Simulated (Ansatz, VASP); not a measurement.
# BN in two plane-wave programs

Wanted: the spread between two codes on one cell, functional and k mesh. The cell is taken from a series of runs on this material, whose earlier steps may have relaxed, scaled, displaced or heated it; both programs get it as it stands.

Program: Ansatz 0.2.0. Level of theory: plane waves, with VASP 6.6.1 beside it; zone-centre phonons at LDA. Results are calculated unless marked as measured.

## 1. The starting structure

It takes space group F-43m (No. 216, cubic). The conventional cell has a = 3.562 Å, b = 3.562 Å, c = 3.562 Å, α = 90.00°, β = 90.00°, γ = 90.00°. Nearest to B lie 4 N at 1.54 Å. Nearest to N lie 4 B at 1.54 Å. Farther neighbours and most contacts between anions are not listed.

Coordinates:

```xyz
2
Lattice="0.0000 1.7809 1.7809 1.7809 0.0000 1.7809 1.7809 1.7809 0.0000" Properties=species:S:1:pos:R:3 pbc="T T T"
B     0.0000    0.0000    0.0000
N     2.6714    2.6714    2.6714
```

## 2. VASP: zone-centre phonons, LDA

Second derivatives magnify differences that forces hide, and they need a tight electronic threshold.

Lines of VASP's logs that name or quote its potential files are left out, and so is its time.

Contents of INCAR:

```
SYSTEM = BN
PREC = Accurate
ENCUT = 600
EDIFF = 1E-08
NELM = 120
ISMEAR = 0
SIGMA = 0.01
LREAL = .FALSE.
ALGO = Normal
GGA = PW92
NBANDS = 10
LORBIT = 11
LWAVE = .FALSE.
LCHARG = .FALSE.
ISIF = 2
IBRION = 8
LEPSILON = .TRUE.
LASPH = .TRUE.
GGA_COMPAT = .FALSE.
EFERMI = MIDGAP
KPAR = 2
```

Contents of POSCAR:

```
BN
1.0
    0.0000000000      1.7809305601      1.7809305601
    1.7809305601      0.0000000000      1.7809305601
    1.7809305601      1.7809305601      0.0000000000
B N
1 1
Direct
    0.0000000000      0.0000000000      0.0000000000
    0.7500000000      0.7500000000      0.7500000000
```

Contents of KPOINTS:

```
Automatic mesh
0
Gamma
12 12 12
0 0 0
```

PAW data sets: B and N (LDA family, release 64).

Launch:

```console
mpirun -np 2 vasp_std
```

Numbers of over 12 decimals in the logs are rounded to 6 here.

The log of the run:

```text
[banner, memory and clock lines left out]
running    2 mpi-ranks, on    1 nodes
 distrk:  each k-point on    1 cores,    2 groups
 distr:  one band on    1 cores,    1 groups

 POSCAR found type information on POSCAR B N
 POSCAR found :  2 types and       2 ions
|                                                                             |
|               ----> ADVICE to this user running VASP <----                  |
|                                                                             |
|     You enforced a specific xc type in the INCAR file but a different       |
|     [... a line on the potential file left out ...]
|     I HOPE YOU KNOW WHAT YOU ARE DOING!                                     |
|                                                                             |

 LDA part: xc-table for (Slater(with rela. corr.)+PW92), standard interpolation
 POSCAR, INCAR and KPOINTS ok, starting setup
 FFT: planning ... GRIDC
 FFT: planning ... GRID_SOFT
 FFT: planning ... GRID
 WAVECAR not read
 entering main loop
       N       E                     dE             d eps       ncg     rms          rms(c)
DAV:   1     0.125926249233E+02    0.12593E+02   -0.54994E+03  1488   0.884E+02
DAV:   2    -0.201664715468E+02   -0.32759E+02   -0.31489E+02  1696   0.172E+02
DAV:   3    -0.206527390669E+02   -0.48627E+00   -0.48546E+00  1668   0.188E+01
DAV:   4    -0.206532800968E+02   -0.54103E-03   -0.54102E-03  1572   0.769E-01
DAV:   5    -0.206532806022E+02   -0.50540E-06   -0.50540E-06  1644   0.231E-02    0.675E+00
DAV:   6    -0.195920862380E+02    0.10612E+01   -0.33324E+00  1466   0.114E+01    0.321E+00
DAV:   7    -0.194667757342E+02    0.12531E+00   -0.10798E-01  1594   0.283E+00    0.181E+00
DAV:   8    -0.194338710102E+02    0.32905E-01   -0.51240E-02  1612   0.163E+00    0.195E-01
DAV:   9    -0.194337224398E+02    0.14857E-03   -0.84930E-04  1556   0.281E-01    0.827E-02
DAV:  10    -0.194337070826E+02    0.15357E-04   -0.42570E-05  1622   0.664E-02    0.139E-02
DAV:  11    -0.194337075425E+02   -0.45981E-06   -0.16770E-06  1620   0.950E-03    0.605E-03
DAV:  12    -0.194337074732E+02    0.69278E-07   -0.47190E-07  1586   0.436E-03    0.220E-04
DAV:  13    -0.194337074738E+02   -0.61300E-09   -0.73360E-09   918   0.884E-04
   1 F= -.19433707E+02 E0= -.19433707E+02  d E =0.000000E+00
 Linear response reoptimize wavefunctions to high precision
DAV:   1    -0.194337074737E+02    0.46271E-10   -0.19233E-10   966   0.169E-04
 Linear response G [H, r] |phi>, progress :
  Direction:   1
       N       E                     dE             d eps       ncg     rms
RMM:   1    -0.379531019944E+02   -0.37953E+02   -0.35299E+01  3304   0.504E+01
RMM:   2    -0.320962067729E+02    0.58569E+01   -0.11165E+00  2300   0.874E+00
RMM:   3    -0.320812837258E+02    0.14923E-01   -0.17944E-02  2437   0.345E-01
RMM:   4    -0.320798186068E+02    0.14651E-02   -0.16576E-03  2552   0.194E-02
RMM:   5    -0.320797714072E+02    0.47200E-04   -0.11792E-03  2470   0.137E-03
RMM:   6    -0.320797469976E+02    0.24410E-04   -0.94458E-04  2111   0.203E-04
RMM:   7    -0.320797567822E+02   -0.97847E-05   -0.10312E-03  1786   0.128E-04
RMM:   8    -0.320797569230E+02   -0.14080E-06   -0.10229E-03  1800   0.127E-04
RMM:   9    -0.320797567472E+02    0.17587E-06   -0.10227E-03  1695   0.127E-04
RMM:  10    -0.320797566178E+02    0.12938E-06   -0.10210E-03  1501   0.127E-04
 Linear response G [H, r] |phi>, progress :
  Direction:   2
       N       E                     dE             d eps       ncg     rms
RMM:   1    -0.347980810609E+02   -0.34798E+02   -0.22003E+01  3314   0.478E+01
RMM:   2    -0.326388803427E+02    0.21592E+01   -0.81808E-01  2289   0.741E+00
RMM:   3    -0.326215485443E+02    0.17332E-01   -0.20372E-02  2448   0.294E-01
RMM:   4    -0.326197969652E+02    0.17516E-02   -0.17872E-03  2596   0.166E-02
RMM:   5    -0.326197343764E+02    0.62589E-04   -0.11570E-03  2498   0.119E-03
RMM:   6    -0.326197132185E+02    0.21158E-04   -0.94232E-04  2118   0.172E-04
RMM:   7    -0.326197246935E+02   -0.11475E-04   -0.10573E-03  1826   0.108E-04
RMM:   8    -0.326197198520E+02    0.48415E-05   -0.10111E-03  1873   0.108E-04
RMM:   9    -0.326197221676E+02   -0.23156E-05   -0.10348E-03  1793   0.107E-04
RMM:  10    -0.326197204269E+02    0.17406E-05   -0.10181E-03  1617   0.108E-04
 Linear response G [H, r] |phi>, progress :
  Direction:   3
       N       E                     dE             d eps       ncg     rms
RMM:   1    -0.253363122581E+02   -0.25336E+02    0.74046E+01  3112   0.507E+01
RMM:   2    -0.237587521570E+02    0.15776E+01   -0.91585E-01  2277   0.835E+00
RMM:   3    -0.237562821863E+02    0.24700E-02   -0.30035E-03  2461   0.369E-01
RMM:   4    -0.237562388539E+02    0.43332E-04   -0.12228E-05  2548   0.232E-02
RMM:   5    -0.237562387182E+02    0.13573E-06   -0.30928E-08  2444   0.180E-03
RMM:   6    -0.237562387285E+02   -0.10338E-07   -0.13307E-08  2083   0.233E-04
RMM:   7    -0.237562387296E+02   -0.10698E-08    0.41929E-08  1725   0.116E-04
 Linear response to external field (no local field effect), progress :
  Direction:   1
       N       E                     dE             d eps       ncg     rms          rms(c)
RMM:   1    -0.136411472126E+00   -0.13641E+00   -0.41611E-01  3240   0.196E+00
RMM:   2    -0.136809355880E+00   -0.39788E-03   -0.29830E-04  2330   0.141E-01
[...]
RMM:   3    -0.736719185287E-01   -0.48879E-06   -0.24538E-07  2348   0.398E-03
RMM:   4    -0.736719196735E-01   -0.11448E-08   -0.35175E-10  2152   0.188E-04
 change of polarisation eV/A/(eV/A) component  3 :     0.031    -0.039     0.147
 dielectric tensor                  component  3 :     0.492    -0.624     3.360
 Linear response to external field, progress :
  Direction:   1
       N       E                     dE             d eps       ncg     rms          rms(c)
RMM:   1    -0.115144127557E+00   -0.11514E+00   -0.34046E-01 12572   0.182E+00
RMM:   2    -0.115497352814E+00   -0.35323E-03   -0.25625E-04  9067   0.133E-01    0.567E-01
RMM:   3    -0.113281392074E+00    0.22160E-02   -0.93005E-04  8889   0.236E-01    0.332E-01
RMM:   4    -0.116850564088E+00   -0.35692E-02   -0.13582E-03  9139   0.285E-01    0.370E-02
RMM:   5    -0.117305594358E+00   -0.45503E-03   -0.14416E-05  9284   0.307E-02    0.400E-03
RMM:   6    -0.117318868713E+00   -0.13274E-04   -0.21979E-08  9409   0.163E-03    0.213E-03
RMM:   7    -0.117327322796E+00   -0.84541E-05   -0.62175E-09  9382   0.801E-04    0.929E-05
RMM:   8    -0.117327517653E+00   -0.19486E-06    0.22040E-12  5442   0.355E-05    0.246E-05
RMM:   9    -0.117327506998E+00    0.10655E-07   -0.22759E-10  5021   0.429E-05    0.231E-06
 change of polarisation eV/A/(eV/A) component  1 :     0.221     0.040     0.025
 dielectric tensor                  component  1 :     4.548     0.641     0.406
 Linear response to external field, progress :
  Direction:   2
       N       E                     dE             d eps       ncg     rms          rms(c)
RMM:   1    -0.115143890639E+00   -0.11514E+00   -0.34046E-01 12572   0.182E+00
RMM:   2    -0.115497382054E+00   -0.35349E-03   -0.24977E-04  9056   0.132E-01    0.567E-01
RMM:   3    -0.113281434945E+00    0.22159E-02   -0.92835E-04  8895   0.236E-01    0.332E-01
RMM:   4    -0.116850628631E+00   -0.35692E-02   -0.13557E-03  9139   0.285E-01    0.370E-02
RMM:   5    -0.117305686276E+00   -0.45506E-03   -0.14387E-05  9285   0.307E-02    0.401E-03
RMM:   6    -0.117318969668E+00   -0.13283E-04   -0.21055E-08  9406   0.163E-03    0.214E-03
RMM:   7    -0.117327422481E+00   -0.84528E-05   -0.64448E-09  9387   0.801E-04    0.923E-05
RMM:   8    -0.117327610559E+00   -0.18808E-06   -0.47039E-11  5380   0.339E-05    0.257E-05
RMM:   9    -0.117327606712E+00    0.38471E-08   -0.37814E-10  5043   0.430E-05    0.269E-06
 change of polarisation eV/A/(eV/A) component  2 :     0.029     0.221     0.026
 dielectric tensor                  component  2 :     0.466     4.548     0.421
 Linear response to external field, progress :
  Direction:   3
       N       E                     dE             d eps       ncg     rms          rms(c)
RMM:   1    -0.115143918376E+00   -0.11514E+00   -0.34046E-01 12572   0.182E+00
RMM:   2    -0.115497353336E+00   -0.35343E-03   -0.25491E-04  9067   0.133E-01    0.567E-01
RMM:   3    -0.113281406764E+00    0.22159E-02   -0.92986E-04  8889   0.236E-01    0.332E-01
RMM:   4    -0.116850659206E+00   -0.35693E-02   -0.13580E-03  9139   0.285E-01    0.370E-02
RMM:   5    -0.117305682970E+00   -0.45502E-03   -0.14415E-05  9282   0.307E-02    0.400E-03
RMM:   6    -0.117318965659E+00   -0.13283E-04   -0.22117E-08  9409   0.163E-03    0.214E-03
RMM:   7    -0.117327415242E+00   -0.84496E-05   -0.61978E-09  9385   0.801E-04    0.919E-05
RMM:   8    -0.117327602933E+00   -0.18769E-06    0.70052E-11  5370   0.341E-05    0.261E-05
RMM:   9    -0.117327601096E+00    0.18370E-08   -0.22193E-10  5089   0.436E-05    0.276E-06
 change of polarisation eV/A/(eV/A) component  3 :     0.024     0.041     0.221
 dielectric tensor                  component  3 :     0.391     0.656     4.548
 Linear response DOF=           2
 Linear response progress:
  Degree of freedom:   1/  2
       N       E                     dE             d eps       ncg     rms          rms(c)
RMM:   1    -0.423944843968E-01   -0.42394E-01   -0.26110E-02 14132   0.136E+00
RMM:   2    -0.365871703916E-01    0.58073E-02    0.76771E-04  8628   0.244E-01    0.152E-01
RMM:   3    -0.366417372916E-01   -0.54567E-04    0.28352E-04  8923   0.815E-02    0.853E-02
RMM:   4    -0.369554848906E-01   -0.31375E-03    0.12529E-04  8939   0.926E-02    0.778E-03
RMM:   5    -0.369712230902E-01   -0.15738E-04    0.40675E-05  9194   0.742E-03    0.114E-03
RMM:   6    -0.369728521906E-01   -0.16291E-05    0.42662E-06  9188   0.520E-04    0.430E-04
RMM:   7    -0.369709056024E-01    0.19466E-05    0.11031E-06  9315   0.394E-04    0.434E-05
RMM:   8    -0.369709420402E-01   -0.36438E-07    0.15351E-06  9327   0.284E-05    0.107E-05
RMM:   9    -0.369708885303E-01    0.53510E-07    0.15101E-06  9476   0.121E-05    0.836E-07
RMM:  10    -0.369708826670E-01    0.58633E-08    0.15637E-06  6249   0.484E-06    0.348E-07
RMM:  11    -0.369708814489E-01    0.12181E-08    0.15727E-06  5210   0.484E-06    0.138E-08
 first order change of Fermi-energy  -0.14143E+01
 force on displaced ion       1 direction 1 : -26.690  -0.000  -0.000
 Born effective charge ion    1 direction 1 :   1.866   0.000   0.000
 Linear response progress:
  Degree of freedom:   2/  2
       N       E                     dE             d eps       ncg     rms          rms(c)
RMM:   1    -0.230549512350E+00   -0.23055E+00    0.10209E-01 11334   0.333E+00
RMM:   2    -0.224453298234E+00    0.60962E-02   -0.22373E-03  8656   0.439E-01    0.236E-01
RMM:   3    -0.225419466531E+00   -0.96617E-03   -0.47191E-04  8350   0.165E-01    0.127E-01
RMM:   4    -0.227510371130E+00   -0.20909E-02   -0.43448E-04  8085   0.161E-01    0.235E-02
RMM:   5    -0.227572602455E+00   -0.62231E-04   -0.13278E-05  9265   0.235E-02    0.877E-04
RMM:   6    -0.227580719377E+00   -0.81169E-05   -0.94509E-07  9105   0.116E-03    0.398E-04
RMM:   7    -0.227578734025E+00    0.19854E-05   -0.52360E-07  9388   0.371E-04    0.468E-05
RMM:   8    -0.227578525235E+00    0.20879E-06   -0.33369E-07  9302   0.256E-05    0.196E-05
RMM:   9    -0.227578459844E+00    0.65390E-07   -0.32177E-07  9600   0.212E-05    0.907E-07
RMM:  10    -0.227578459615E+00    0.22891E-09   -0.32888E-07  7173   0.801E-06    0.446E-07
RMM:  11    -0.227578461328E+00   -0.17121E-08   -0.33631E-07  6488   0.804E-06    0.173E-08
 first order change of Fermi-energy   0.14145E+01
 force on displaced ion       2 direction 1 : -26.684  -0.000  -0.000
 Born effective charge ion    2 direction 1 :  -1.866   0.000   0.000
 Born effective charges drift removed
 Linear response finished
```

From OUTCAR (step 2):

```text
ion  position               nearest neighbor table
   1  0.000  0.000  0.000-   2 1.54   2 1.54   2 1.54   2 1.54
   2  0.750  0.750  0.750-   1 1.54   1 1.54   1 1.54   1 1.54

  LATTYP: Found a face centered cubic cell.
 ALAT       =     3.5618611202

 Subroutine GETGRP returns: Found 24 space group operations
 (whereof 24 operations were pure point group operations)

The static configuration has the point symmetry T_d .

 Found     72 irreducible k-points:

   k-points           NKPTS =     72   k-points in BZ     NKDIM =     72   number of bands    NBANDS=     10

   dimension x,y,z NGX =    20 NGY =   20 NGZ =   20
   dimension x,y,z NGXF=    40 NGYF=   40 NGZF=   40

   ENCUT  =  600.0 eV  44.10 Ry    6.64 a.u.   5.03  5.03  5.03*2*pi/ulx,y,z

   NELECT =       8.0000    total number of electrons

 k-points in reciprocal lattice and weights: Automatic mesh
   0.00000000  0.00000000  0.00000000       0.001
   0.08333333  0.00000000  0.00000000       0.005
   0.16666667  0.00000000  0.00000000       0.005
   0.25000000  0.00000000  0.00000000       0.005
   0.33333333  0.00000000  0.00000000       0.005
   0.41666667  0.00000000  0.00000000       0.005
   0.50000000  0.00000000  0.00000000       0.002
   0.08333333  0.08333333  0.00000000       0.003
   0.16666667  0.08333333  0.00000000       0.014
[...]
-0.33333333  0.50000000  0.16666667       0.007
  -0.25000000  0.50000000  0.25000000       0.003

 average (electrostatic) potential at core
       1 -28.9585       2 -59.5953

  Total        0.4714258      0.4714258      0.4714258     -0.0000000      0.0000000     -0.0000000
  in kB       66.8579374     66.8579374     66.8579374     -0.0000000      0.0000000     -0.0000000
  external PRESSURE =      66.8579374 kB  Pullay stress =       0.0000000 kB

  energy-cutoff  :      600.00
  volume of cell :       11.30
      direct lattice vectors                 reciprocal lattice vectors
     0.000000000  1.780930560  1.780930560    -0.280752103  0.280752103  0.280752103
     1.780930560  0.000000000  1.780930560     0.280752103 -0.280752103  0.280752103
     1.780930560  1.780930560  0.000000000     0.280752103  0.280752103 -0.280752103

 POSITION                                       TOTAL-FORCE (eV/Angst)
 -----------------------------------------------------------------------------------
      0.00000      0.00000      0.00000        -0.000000     -0.000000      0.000000
      2.67140      2.67140      2.67140         0.000000      0.000000     -0.000000
 -----------------------------------------------------------------------------------
    total drift:                                0.000000      0.000000      0.000000

 MACROSCOPIC STATIC DIELECTRIC TENSOR (including local field effects in DFT)
 ------------------------------------------------------
           4.547731    -0.000000    -0.000000
          -0.000000     4.547731    -0.000000
          -0.000000     0.000000     4.547731
 ------------------------------------------------------

 PIEZOELECTRIC TENSOR (including local field effects)  for field in x, y, z        (C/m^2)
          XX          YY          ZZ          XY          YZ          ZX
  --------------------------------------------------------------------------------
  x     0.00000     0.00000     0.00000     0.00000     1.03048     0.00000
  y     0.00000     0.00000     0.00000     0.00000     0.00000     1.03048
  z     0.00000     0.00000     0.00000     1.03048     0.00000     0.00000

 BORN EFFECTIVE CHARGES (including local field effects) (in |e|, cummulative output)
 ---------------------------------------------------------------------------------
 ion    1
    1     1.86637     0.00000     0.00000
    2    -0.00000     1.86637    -0.00000
    3    -0.00000     0.00000     1.86637
 ion    2
    1    -1.86637     0.00000     0.00000
    2     0.00000    -1.86637     0.00000
    3     0.00000     0.00000    -1.86637

 Eigenvectors and eigenvalues of the dynamical matrix
 ----------------------------------------------------

   1 f  =   32.698126 THz   205.448385 2PiTHz 1090.692080 cm-1   135.228522 meV
             X         Y         Z           dx          dy          dz
      0.000000  0.000000  0.000000    -0.000000   -0.751223    0.000000
      2.671396  2.671396  2.671396     0.000000    0.660049    0.000000

   2 f  =   32.698126 THz   205.448385 2PiTHz 1090.692080 cm-1   135.228522 meV
             X         Y         Z           dx          dy          dz
      0.000000  0.000000  0.000000     0.751223   -0.000000    0.000000
      2.671396  2.671396  2.671396    -0.660049    0.000000    0.000000

   3 f  =   32.698126 THz   205.448385 2PiTHz 1090.692080 cm-1   135.228522 meV
             X         Y         Z           dx          dy          dz
      0.000000  0.000000  0.000000     0.000000    0.000000    0.751223
      2.671396  2.671396  2.671396     0.000000    0.000000   -0.660049

   4 f/i=    0.001713 THz     0.010764 2PiTHz    0.057142 cm-1     0.007085 meV
             X         Y         Z           dx          dy          dz
      0.000000  0.000000  0.000000     0.000000    0.000000   -0.660049
      2.671396  2.671396  2.671396     0.000000    0.000000   -0.751223

   5 f/i=    0.001713 THz     0.010764 2PiTHz    0.057142 cm-1     0.007085 meV
             X         Y         Z           dx          dy          dz
      0.000000  0.000000  0.000000    -0.137273   -0.645617    0.000000
      2.671396  2.671396  2.671396    -0.156234   -0.734797    0.000000

   6 f/i=    0.001713 THz     0.010764 2PiTHz    0.057142 cm-1     0.007085 meV
             X         Y         Z           dx          dy          dz
      0.000000  0.000000  0.000000    -0.645617    0.137273    0.000000
      2.671396  2.671396  2.671396    -0.734797    0.156234    0.000000

 MACROSCOPIC STATIC DIELECTRIC TENSOR IONIC CONTRIBUTION
 ------------------------------------------------------
           2.090684     0.000000    -0.000000
           0.000000     2.090684    -0.000000
          -0.000000    -0.000000     2.090684
 ------------------------------------------------------

 ELASTIC MODULI CONTR FROM IONIC RELAXATION (kBar)
 Direction    XX          YY          ZZ          XY          YZ          ZX
 --------------------------------------------------------------------------------
 XX           0.0000      0.0000      0.0000      0.0000      0.0000      0.0000
 YY           0.0000      0.0000      0.0000      0.0000      0.0000      0.0000
 ZZ           0.0000      0.0000      0.0000      0.0000      0.0000      0.0000
 XY           0.0000      0.0000      0.0000    -65.6968      0.0000      0.0000
 YZ           0.0000      0.0000      0.0000      0.0000    -65.6968     -0.0000
 ZX           0.0000      0.0000      0.0000      0.0000     -0.0000    -65.6968
 --------------------------------------------------------------------------------

 PIEZOELECTRIC TENSOR IONIC CONTR  for field in x, y, z        (C/m^2)
          XX          YY          ZZ          XY          YZ          ZX
  --------------------------------------------------------------------------------
  x     0.00000     0.00000     0.00000     0.00000    -0.34873    -0.00000
  y     0.00000     0.00000     0.00000     0.00000    -0.00000    -0.34873
  z     0.00000     0.00000     0.00000    -0.34873     0.00000     0.00000
```

(Part 1 of 2 ends here.)

[Lines on the potential files, build, host, timing and source positions are cut from VASP's logs without a mark.]

[Logs are printed without paths, hosts, clocks, repeated set-up lines and the standing remarks that a program may print on its own settings, such as how far it seeks lower states.]

[Hosts, paths, dates, database ids (printed as entryN), source tags and the programs' standing remarks are cut or masked in the printed files.]
